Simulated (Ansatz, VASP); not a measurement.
# InH: VASP beside Ansatz

Aim: how closely do two programs agree when they are given the same cell, functional and k mesh? The cell is generated by rule, not measured, and may not be a known phase. The cell is taken from a series of runs on this material, whose earlier steps may have relaxed, scaled, displaced or heated it; both programs get it as it stands.

Calculated with Ansatz 0.2.0; plane waves, with VASP 6.6.1 beside it; single point at PBEsol.

The structure was built from a prototype and need not be the compound's stable phase.

## Step 1: Set-up

The structure is tetragonal, space group P-4m2 (No. 115). Conventional cell: a = 3.595 Å, b = 3.595 Å, c = 5.084 Å, α = 90.00°, β = 90.00°, γ = 90.00°. Nearest to In lie 4 H at 2.25 Å. In has 4 H at 2.16 Å nearest. H has 4 In at 2.16 to 2.25 Å nearest. Farther neighbours are not listed.

## Step 2: Ansatz: single point, PBEsol, pair 1

Ansatz runs on its default PAW (the set named soft_2) files.

A single point gives forces, pressure and levels at one fixed geometry, so differences don't come from the geometry; what else differs is listed under the comparison.

Contents of input.yaml:

```yaml
crystal:
  lattice:
    - [0.0, -2.5418058941, -2.5418058941]
    - [0.0, 2.5418058941, -2.5418058941]
    - [5.0836117882, 0.0, 0.0]
  atoms:
    - { symbol: In, position: [0.5, 0.5, 0.5] }
    - { symbol: In, position: [0.0, 0.0, 0.0] }
    - { symbol: H, position: [0.0, 0.5, 0.7657368429] }
    - { symbol: H, position: [0.5, 0.0, 0.2342631571] }
kpoints:
  mp_grid: { grid: [10, 10, 8] }
hamiltonian:
  xc: pbesol
scf:
  occupations: { method: methfessel_paxton, width: 0.15 }
output:
  forces: true
  stress: true
  eigenvalues: true
```

Started as:

```console
> ansatz run input.yaml --threads 4 --pin off --max-ram 7168MiB --backend cpu --events-out ev --progress --plain --runs-dir out
```

Numbers of over 12 decimals in the logs are rounded to 6 here.

The log of the run:

```text
Engine: ansatz 0.2.0, aarch64-unknown-linux-gnu
Pseudopotentials: kind: paw
Pseudopotential: In, paw, valence charge 13, recommended cutoff 420 eV (normal), In.paw.azcp
Pseudopotential: H, paw, valence charge 1, recommended cutoff 420 eV (normal), H.paw.azcp
Functional definition: PBEsol
  exchange = pbesol_x
  correlation = pbesol_c
Crystal: 4 atoms, lattice volume = 65.688 Å³
Basis set: ecut = 420 eV, 1281 PW (Γ), exchange–correlation on 50×50×72 points (8 copies of the dense FFT grid, shifted against one another)
Bands: 18, of which v1, the nominal top of the filled ones, is band 14 counted from 1 (13 counted from 0)
Symmetry: 8 space group operations
Space group: P-4m2 (ITA 115), of the structure as read, at distance tolerance 4.0e-5 Å
k-points: 105 of 800 (time reversal used)
Non-local potential: In, projectors of the file, l = 0: 2, l = 1: 2, l = 2: 2, l = 3: 2
Non-local potential: H, projectors of the file, l = 0: 2, l = 1: 1
PAW form: soft (Blöchl's): semilocal exchange-correlation on the pseudo side does not see the compensation charge
PAW frozen core: In, regenerated for the run's functional, and the local potential with it (the file was generated under x = pbe(κ = 0.804, μ = 0.219515), c = pbe(β = 0.066725))
PAW one-centre angular grid: In, 590 points (default); XC on 64 Gauss nodes
PAW one-centre angular grid: H, 110 points (default); XC on 64 Gauss nodes
Initial density: superposition of atomic densities (neutral atoms: chi_scale 0, normalization atom), corrected by the library's trained network
Initial wavefunctions: pseudopotential atomic-orbital guess
Functional: x = pbesol(κ = 0.804, μ = 0.123457), c = pbesol(β = 0.046)
SCF iter   1: F=—  HF=-11080.398895 eV  |F-HF|=—  |Δ(HF+E_count)|=         —  Δρ=9.13e-3  dr2=6.08e-2  ethr=1.77e-3  ⟨swp⟩=5.5  Hψ=9029  notcnv=0
preconditioner: auto → Kerker (q_TF=auto, 2.367 Å⁻¹)  [metal: Δε(μ)=0.006 eV  Ē_g=14.557 eV  σ=0.150 eV  W_gap=0.03  n_scr=14 (ndim 8)  ℏωp=24.2 eV  f_vac=0.000  D(μ)=1.44/eV (n_scr^D=6)]
SCF iter   2: F=—  HF=-11080.381077 eV  |F-HF|=—  |Δ(HF+E_count)|=   1.78e-2  S|Δr|=    0.00e0  Δρ=4.60e-3  dr2=1.86e-2  ethr=2.17e-4  ⟨swp⟩=1.0  Hψ=2730  notcnv=0
SCF iter   3: F=—  HF=-11080.375027 eV  |F-HF|=—  |Δ(HF+E_count)|=   6.05e-3  S|Δr|=    0.00e0  Δρ=9.87e-4  dr2=6.49e-4  ethr=6.65e-5  ⟨swp⟩=2.3  Hψ=2616  notcnv=0  defer=1
SCF iter   4: F=—  HF=-11080.375067 eV  |F-HF|=—  |Δ(HF+E_count)|=   3.98e-5  S|Δr|=    0.00e0  Δρ=6.42e-4  dr2=1.65e-4  ethr=2.32e-6  ⟨swp⟩=2.0  Hψ=3329  notcnv=0  defer=1
SCF iter   5: F=—  HF=-11080.374987 eV  |F-HF|=—  |Δ(HF+E_count)|=   7.96e-5  S|Δr|=    0.00e0  Δρ=2.26e-4  dr2=2.36e-5  ethr=5.90e-7  ⟨swp⟩=2.0  Hψ=2924  notcnv=0  defer=1
SCF iter   6: F=—  HF=-11080.374981 eV  |F-HF|=—  |Δ(HF+E_count)|=   6.94e-6  S|Δr|=    0.00e0  Δρ=3.52e-5  dr2=7.05e-7  ethr=8.44e-8  ⟨swp⟩=2.0  Hψ=3326  notcnv=0  defer=1
SCF iter   7: F=-11080.374981 eV  HF=-11080.374981 eV  |F-HF|=3.69e-8  |Δ(HF+E_count)|=   1.69e-7  S|Δr|=    0.00e0  Δρ=8.00e-6  dr2=9.63e-8  ethr=3.57e-10  ⟨swp⟩=6.4  Hψ=8269  notcnv=0
SCF 1 converged in 7 iterations: F = -11080.374981 eV  dr2 = 9.63e-8
  greatest PAW one-centre occupation: 0.983 electrons in one spin orbital (limit 2), on the In atom at site 0 (counted from 0), in its partial waves of l = 2
SCF converged after 7 iterations
Stability not checked: this state was not tested for a lower state beside it, because cold or Methfessel-Paxton smearing, or corrected tetrahedra, fill the levels in a way that the test cannot read (fill_not_monotonic; see scf.lower_state_search)
Free energy (F): -11080.374981 eV
Harris-Foulkes:  -11080.374981 eV  (|F-HF|=3.69e-8)
Internal energy: -11080.373180 eV  (E = F + TS)
E sigma→0 (E₀):  -11080.374530 eV
Entropy (-TS):   -0.001801 eV (-0.450 meV/atom)
Fermi energy:    8.058969 eV
--- Per-component energies (eV) ---
  E_band       = -100.132026
  E_kinetic    = 507.706401
  E_local      = -2377.580947  (includes V_loc(G=0)·N_el)
  E_nonlocal   = 737.732596
  E_hartree    = 926.006427
  E_xc         = -444.889467
  E_vxc        = -222.647301  (∫ρ·V_xc dr)
  E_paw        = -8163.160348  (= ΣΔE_a)
  E_vpaw       = -597.349968  (= ΣTr[D̂ρ^β])
  E_aug_tail   = -0.001968  (compensation charges beyond the density's cutoff)
  E_ewald      = -2266.657680
  E_core_change = 0.471805  (= ΣΔE_core)
  E_smearing   = -0.001801  (= −TS)
  E_closure    = 0.000000  (closes the sum)
  Σ components = -11080.374981   (vs F -11080.374981, Δ=0.00e0)
--- Forces (eV/Å), atoms counted from 1 ---
  atom   1  In     0.00000000     0.00000000    -0.00000000
  atom   2  In     0.00000000     0.00000000    -0.00000000
  atom   3  H      0.17751344    -0.00000000    -0.00000000
  atom   4  H     -0.17751344     0.00000000    -0.00000000
  max |Σ_I F_I| component: 6.67e-17 eV/Å
--- Stress (GPa, compression-positive) ---
        0.143359      -0.000000       0.000000
       -0.000000      -0.209165       0.000000
        0.000000       0.000000      -0.209165
  P = ⅓ Tr σ = -0.0917 GPa (-0.917 kbar)
--- Band table (eV; the first three rows and the last of 105) ---
  k-point 0: bands = [... 10 lower, -2.0273, 2.8025, 4.8625, 10.7011, 10.7011, 10.9196, 11.0448, 13.8680]
  k-point 1: bands = [... 10 lower, -1.9356, 2.1927, 5.5622, 10.8134, 10.8134, 10.8997, 11.0312, 13.9694]
  k-point 2: bands = [... 10 lower, -1.6614, 1.1930, 6.7975, 10.5375, 11.1475, 11.1475, 11.3430, 14.2868]
  k-point 104: bands = [... 10 lower, 3.2677, 3.2677, 5.1580, 5.2537, 7.5924, 7.5924, 8.7284, 8.7796]
```

The run ends at a pressure of -0.09 GPa, with forces up to 0.18 eV/Å.

## Step 3: VASP: single point, PBEsol, pair 1

The same cell, functional, mesh and smearing now go to VASP, with its own data sets.

Lines of VASP's logs that name or quote its potential files are left out, and so is its time.

Contents of INCAR:

```
SYSTEM = InH
PREC = Accurate
ENCUT = 500
EDIFF = 1E-06
NELM = 120
ISMEAR = 1
SIGMA = 0.15
LREAL = .FALSE.
ALGO = Normal
GGA = PS
NBANDS = 20
LORBIT = 11
LWAVE = .FALSE.
LCHARG = .FALSE.
ISIF = 2
LASPH = .TRUE.
GGA_COMPAT = .FALSE.
KPAR = 2
```

Contents of POSCAR:

```
InH
1.0
    0.0000000000     -2.5418058941     -2.5418058941
    0.0000000000      2.5418058941     -2.5418058941
    5.0836117882      0.0000000000      0.0000000000
In H
2 2
Direct
    0.5000000000      0.5000000000      0.5000000000
    0.0000000000      0.0000000000      0.0000000000
    0.0000000000      0.5000000000      0.7657368429
    0.5000000000      0.0000000000      0.2342631571
```

Contents of KPOINTS:

```
Automatic mesh
0
Gamma
10 10 8
0 0 0
```

Potentials, in the order of the species: In_d and H (PBE family, release 64).

Started as:

```console
> mpirun -np 2 vasp_std
```

The log of the run:

```text
[banner, memory and clock lines left out]
running    2 mpi-ranks, on    1 nodes
 distrk:  each k-point on    1 cores,    2 groups
 distr:  one band on    1 cores,    1 groups

 POSCAR found type information on POSCAR InH
 POSCAR found :  2 types and       4 ions
|                                                                             |
|               ----> ADVICE to this user running VASP <----                  |
|                                                                             |
|     You enforced a specific xc type in the INCAR file but a different       |
|     [... a line on the potential file left out ...]
|     I HOPE YOU KNOW WHAT YOU ARE DOING!                                     |
|                                                                             |

 LDA part: xc-table for (Slater+PW92), standard interpolation
 POSCAR, INCAR and KPOINTS ok, starting setup
 FFT: planning ... GRIDC
 FFT: planning ... GRID_SOFT
 FFT: planning ... GRID
 WAVECAR not read
 entering main loop
       N       E                     dE             d eps       ncg     rms          rms(c)
DAV:   1     0.215668082145E+03    0.21567E+03   -0.13255E+04  4208   0.173E+03
DAV:   2     0.512827006849E+01   -0.21054E+03   -0.20640E+03  4244   0.378E+02
DAV:   3    -0.107065822303E+02   -0.15835E+02   -0.15639E+02  5036   0.123E+02
DAV:   4    -0.112282557816E+02   -0.52167E+00   -0.52083E+00  4920   0.237E+01
DAV:   5    -0.112613177503E+02   -0.33062E-01   -0.33061E-01  6112   0.490E+00    0.445E+00
DAV:   6    -0.108778620767E+02    0.38346E+00   -0.49472E-01  5532   0.864E+00    0.212E+00
DAV:   7    -0.108231979118E+02    0.54664E-01   -0.35244E-01  5496   0.412E+00    0.687E-01
DAV:   8    -0.108236658405E+02   -0.46793E-03   -0.24547E-02  4744   0.153E+00    0.269E-01
DAV:   9    -0.108239233341E+02   -0.25749E-03   -0.12878E-03  5812   0.283E-01    0.153E-01
DAV:  10    -0.108239567162E+02   -0.33382E-04   -0.19529E-04  5508   0.161E-01    0.452E-02
DAV:  11    -0.108239620198E+02   -0.53036E-05   -0.21359E-05  4400   0.348E-02    0.168E-02
DAV:  12    -0.108239623320E+02   -0.31223E-06   -0.24248E-06  3752   0.166E-02
   1 F= -.10823962E+02 E0= -.10823361E+02  d E =-.180450E-02
```

Parts of OUTCAR (step 3):

```text
ion  position               nearest neighbor table
   1  0.500  0.500  0.500-   3 2.25   4 2.25   4 2.25   3 2.25   2 3.59   2 3.59   2 3.59   2 3.59
                             2 3.59   2 3.59   2 3.59   2 3.59
   2  0.000  0.000  0.000-   3 2.16   4 2.16   3 2.16   4 2.16   1 3.59   1 3.59   1 3.59   1 3.59
                             1 3.59   1 3.59   1 3.59   1 3.59
   3  0.000  0.500  0.766-   2 2.16   2 2.16   1 2.25   1 2.25
   4  0.500  0.000  0.234-   2 2.16   2 2.16   1 2.25   1 2.25

  LATTYP: Found a simple tetragonal cell.
 ALAT       =     3.5946563684
 C/A-ratio  =     1.4142135624

 Subroutine GETGRP returns: Found  8 space group operations
 (whereof  8 operations were pure point group operations)

The static configuration has the point symmetry D_2d.

 Found    105 irreducible k-points:

   k-points           NKPTS =    105   k-points in BZ     NKDIM =    105   number of bands    NBANDS=     20

   dimension x,y,z NGX =    28 NGY =   28 NGZ =   40
   dimension x,y,z NGXF=    56 NGYF=   56 NGZF=   80

   ENCUT  =  500.0 eV  36.75 Ry    6.06 a.u.   6.55  6.55  9.27*2*pi/ulx,y,z

   NELECT =      28.0000    total number of electrons

 k-points in reciprocal lattice and weights: Automatic mesh
   0.00000000  0.00000000  0.00000000       0.001
   0.10000000  0.00000000  0.00000000       0.005
   0.20000000  0.00000000  0.00000000       0.005
   0.30000000  0.00000000  0.00000000       0.005
   0.40000000  0.00000000  0.00000000       0.005
   0.50000000  0.00000000  0.00000000       0.003
   0.10000000  0.10000000  0.00000000       0.005
   0.20000000  0.10000000  0.00000000       0.010
   0.30000000  0.10000000  0.00000000       0.010
[...]
0.50000000  0.40000000  0.50000000       0.005
   0.50000000  0.50000000  0.50000000       0.001

 average (electrostatic) potential at core
       1 -95.2595       2 -95.3111       3 -31.0460       4 -31.0460

 E-fermi :   5.8052

 k-point     1 :       0.0000    0.0000    0.0000
  band No.  band energies     occupation
    ...
      9      -8.5519      2.00000
     10      -8.5519      2.00000
     11      -4.2810      2.00000
     12       0.5498      2.00000
     13       2.6081      2.00000
     14       8.4466     -0.00000
     15       8.4466     -0.00000
     16       8.6673     -0.00000
     17       8.7915     -0.00000
     18      11.6156      0.00000
    ...

 k-point     2 :       0.1000    0.0000    0.0000
  band No.  band energies     occupation
    ...
      9      -8.5679      2.00000
     10      -8.5564      2.00000
     11      -4.1631      2.00000
     12       0.6246      2.00000
     13       2.6578      2.00000
     14       6.8816     -0.00000
     15       8.5819     -0.00000
     16       8.6016     -0.00000
     17       9.6938      0.00000
     18      12.5292      0.00000
    ...

 k-point     3 :       0.2000    0.0000    0.0000
  band No.  band energies     occupation
    ...
     10      -8.5697      2.00000
     11      -3.8088      2.00000
     12       0.7517      2.00000
     13       2.7650      2.00000
     14       5.4886      2.01098
     15       7.9501     -0.00000
     16       8.9820      0.00000
     17      10.1856      0.00000
     18      10.9078      0.00000
     19      12.5028      0.00000
    ...

  Total        0.0106926     -0.1316574     -0.1316574      0.0000000      0.0000000      0.0000000
  in kB        0.2607988     -3.2112095     -3.2112095      0.0000000      0.0000000      0.0000000
  external PRESSURE =      -2.0538734 kB  Pullay stress =       0.0000000 kB

  energy-cutoff  :      500.00
  volume of cell :       65.69
      direct lattice vectors                 reciprocal lattice vectors
     0.000000000 -2.541805894 -2.541805894     0.000000000 -0.196710536 -0.196710536
     0.000000000  2.541805894 -2.541805894     0.000000000  0.196710536 -0.196710536
     5.083611788  0.000000000  0.000000000     0.196710536  0.000000000  0.000000000

 POSITION                                       TOTAL-FORCE (eV/Angst)
 -----------------------------------------------------------------------------------
      2.54181      0.00000     -2.54181         0.000000      0.000000      0.000000
      0.00000      0.00000      0.00000         0.000000      0.000000      0.000000
      3.89271      1.27090     -1.27090         0.177844     -0.000000     -0.000000
      1.19090     -1.27090     -1.27090        -0.177844      0.000000      0.000000
 -----------------------------------------------------------------------------------
    total drift:                                0.000000      0.000000     -0.000000

  FREE ENERGIE OF THE ION-ELECTRON SYSTEM (eV)
  ---------------------------------------------------
  free  energy   TOTEN  =       -10.8239623320 eV

  energy  without entropy=      -10.8221578370  energy(sigma->0) =      -10.82336083

 total charge
# of ion       s       p       d       tot
------------------------------------------
    1        1.033   0.426   9.865  11.323
    2        0.990   0.488   9.870  11.348
    3        0.456   0.013   0.000   0.469
    4        0.456   0.013   0.000   0.469
--------------------------------------------------
tot          2.934   0.940  19.734  23.608

[... 3 further parts left out ...]
```

The run ends at a pressure of -0.21 GPa, with forces up to 0.18 eV/Å.

## Step 4: Comparison

Known differences besides the potentials themselves: the cutoff is 420 eV in Ansatz and 500 eV in VASP; Ansatz makes its cores anew for this functional, VASP keeps those of its PBE data sets. Total energies have different zeros and are not compared.

Both answers:

```
      quantity  Ansatz   VASP  difference
pressure (GPa)   -0.09  -0.21       +0.11
```

Forces (eV/Å; atoms numbered as in POSCAR):

```
atom        Ansatz x, y, z          VASP x, y, z
 In1   0.000, 0.000, 0.000   0.000, 0.000, 0.000
 In2   0.000, 0.000, 0.000   0.000, 0.000, 0.000
  H3   0.178, 0.000, 0.000   0.178, 0.000, 0.000
  H4  -0.178, 0.000, 0.000  -0.178, 0.000, 0.000
```

The forces differ by 0.1 meV/Å r.m.s., which is 0.2 % of the r.m.s. force of 0.073 eV/Å (both taken over all components).

## Step 5: VASP: single point, PBEsol, pair 2

A single point gives forces, pressure and levels at one fixed geometry, so differences don't come from the geometry; what else differs is listed under the comparison.

INCAR is that of step 3.

Changes to POSCAR since step 3:

```diff
@@ -10,3 +10,3 @@
     0.0000000000      0.0000000000      0.0000000000
-    0.0000000000      0.5000000000      0.7657368429
-    0.5000000000      0.0000000000      0.2342631571
+    0.0000000000      0.5000000000      0.7775394750
+    0.5000000000      0.0000000000      0.2224605250
```

KPOINTS is that of step 3.

Started as:

```console
> mpirun -np 2 vasp_std
```

The log of the run:

```text
[banner, memory and clock lines left out]
running    2 mpi-ranks, on    1 nodes
[...]
[... a notice as in an earlier step ...]

 LDA part: xc-table for (Slater+PW92), standard interpolation
 POSCAR, INCAR and KPOINTS ok, starting setup
[...]
entering main loop
       N       E                     dE             d eps       ncg     rms          rms(c)
DAV:   1     0.215701573494E+03    0.21570E+03   -0.13256E+04  4208   0.173E+03
DAV:   2     0.507852386196E+01   -0.21062E+03   -0.20644E+03  4244   0.378E+02
DAV:   3    -0.107430760310E+02   -0.15822E+02   -0.15626E+02  5008   0.123E+02
DAV:   4    -0.112674730242E+02   -0.52440E+00   -0.52401E+00  4960   0.238E+01
[...]
DAV:  11    -0.108541381646E+02   -0.45830E-05   -0.33393E-05  4920   0.425E-02    0.198E-02
DAV:  12    -0.108541391809E+02   -0.10163E-05   -0.40343E-06  4500   0.176E-02    0.267E-03
DAV:  13    -0.108541387578E+02    0.42306E-06   -0.50795E-07  2240   0.702E-03
   1 F= -.10854139E+02 E0= -.10853768E+02  d E =-.111091E-02
```

OUTCAR, selected parts (step 5):

```text
  Total       -0.0140819     -0.0814158     -0.0814158      0.0000000      0.0000000      0.0000000
  in kB       -0.3434676     -1.9857845     -1.9857845      0.0000000      0.0000000      0.0000000
  external PRESSURE =      -1.4383455 kB  Pullay stress =       0.0000000 kB

 POSITION                                       TOTAL-FORCE (eV/Angst)
 -----------------------------------------------------------------------------------
      2.54181      0.00000     -2.54181         0.000000     -0.000000     -0.000000
      0.00000      0.00000      0.00000         0.000000      0.000000      0.000000
      3.95271      1.27090     -1.27090         0.317055      0.000000      0.000000
      1.13090     -1.27090     -1.27090        -0.317055      0.000000      0.000000
 -----------------------------------------------------------------------------------
    total drift:                                0.000000      0.000000     -0.000000

  FREE ENERGIE OF THE ION-ELECTRON SYSTEM (eV)
  ---------------------------------------------------
  free  energy   TOTEN  =       -10.8541387578 eV

  energy  without entropy=      -10.8530278513  energy(sigma->0) =      -10.85376846

[... 2 parts as in an earlier step ...]

[... 1 further part left out ...]
[key lines of the parts left out:]
E-fermi :   5.8191
```

The run ends at a pressure of -0.14 GPa, with forces up to 0.32 eV/Å.

## Step 6: Ansatz: single point, PBEsol, pair 2

The same cell, functional, mesh and smearing now go to Ansatz, which takes its cutoff from its data sets.

The cell is taken from a series of runs on this material, whose earlier steps may have relaxed, scaled, displaced or heated it; both programs get it as it stands.

input.yaml, the sections that differ from step 2:

```yaml
crystal:
  lattice:
    - [0.0, -2.5418058941, -2.5418058941]
    - [0.0, 2.5418058941, -2.5418058941]
    - [5.0836117882, 0.0, 0.0]
  atoms:
    - { symbol: In, position: [0.5, 0.5, 0.5] }
    - { symbol: In, position: [0.0, 0.0, 0.0] }
    - { symbol: H, position: [0.0, 0.5, 0.777539475] }
    - { symbol: H, position: [0.5, 0.0, 0.222460525] }
output:
  forces: true
  stress: true
  eigenvalues: true
  write_density: true
  write_potential: true
  elf: true
  volumetric_format: npy
# kpoints, hamiltonian, scf: as in step 2
```

Started as:

```console
> ansatz run input.yaml --threads 4 --pin off --max-ram 7168MiB --backend cpu --events-out ev --progress --plain --runs-dir out
```

The log of the run:

```text
[...]
Crystal: 4 atoms, lattice volume = 65.688 Å³
Basis set: ecut = 420 eV, 1281 PW (Γ), exchange–correlation on 50×50×72 points (8 copies of the dense FFT grid, shifted against one another)
Bands: 18, of which v1, the nominal top of the filled ones, is band 14 counted from 1 (13 counted from 0)
Symmetry: 8 space group operations
[...]
k-points: 105 of 800 (time reversal used)
[...]
--- Band table (eV; the first three rows and the last of 105) ---
  k-point 0: bands = [... 10 lower, -2.0342, 2.8371, 4.8195, 10.6988, 10.6988, 10.8709, 11.1431, 13.8728]
  k-point 1: bands = [... 10 lower, -1.9435, 2.2168, 5.5261, 10.8109, 10.8109, 10.9255, 11.0604, 13.9728]
  k-point 2: bands = [... 10 lower, -1.6727, 1.2145, 6.7485, 10.6469, 11.1440, 11.1440, 11.3107, 14.2863]
  k-point 104: bands = [... 10 lower, 3.2515, 3.2515, 5.1211, 5.2846, 7.6001, 7.6001, 8.7116, 8.8005]
[key lines of the parts left out:]
SCF converged after 8 iterations
Free energy (F): -11080.405120 eV
Fermi energy:    8.072701 eV
P = ⅓ Tr σ = -0.0649 GPa (-0.649 kbar)
```

The run ends at a pressure of -0.06 GPa, with forces up to 0.32 eV/Å.

[end of part 1 of 2]

[Lines on the potential files, build, host, timing and source positions are cut from VASP's logs without a mark.]

[Logs are printed without paths, hosts, clocks, repeated set-up lines and the standing remarks that a program may print on its own settings, such as how far it seeks lower states.]

[Hosts, paths, dates, database ids (printed as entryN), source tags and the programs' standing remarks are cut or masked in the printed files.]
